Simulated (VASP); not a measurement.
Computed with PW91 GGA, VASP's PBE PAW potentials (set 64) (plane waves; VASP).

VASP ran on this input.

POSCAR:
```
MoSi2
1.0
 -1.6285740013   1.6285740013   3.9836479758
  1.6285740013  -1.6285740013   3.9836479758
  1.6285740013   1.6285740013  -3.9836479758
Si Mo
2 1
Cartesian
 -0.0000000000   0.0000000000   5.2955376281
  1.6285740013   1.6285740013  -1.3118896523
  0.0000000000   0.0000000000   7.9672959516
```

KPOINTS:
```
Automatic mesh
0
Gamma
13 13 13
0 0 0
```

INCAR:
```
SYSTEM = MoSi2
PREC = Accurate
ENCUT = 520
EDIFF = 1E-7
NELM = 100
ALGO = Normal
LREAL = .FALSE.
LASPH = .TRUE.
ISMEAR = 1
SIGMA = 0.1
GGA = 91
LMAXMIX = 4
LWAVE = .FALSE.
LCHARG = .FALSE.
ISIF = 4
IBRION = 2
NSW = 30
EDIFFG = -0.01
```

POTCAR, in this order: Si Mo_sv (PBE.64 set). Program: vasp_std.

Task: What will the output report for the number of irreducible k-points (NKPTS), largest plane-wave count, number of space-group operations, FFT grid (NGX, NGY, NGZ)?

Result: 
- number of irreducible k-points (NKPTS) = 196
- largest plane-wave count = 1159
- number of space-group operations = 16
- FFT grid (NGX, NGY, NGZ) = 36 × 36 × 36

The compound is MoSi2 in the MoSi2 type structure. This cell is one point of a volume scan, at 1.03 of the reference volume. Symmetry was kept, so distortions that lower it aren't found.
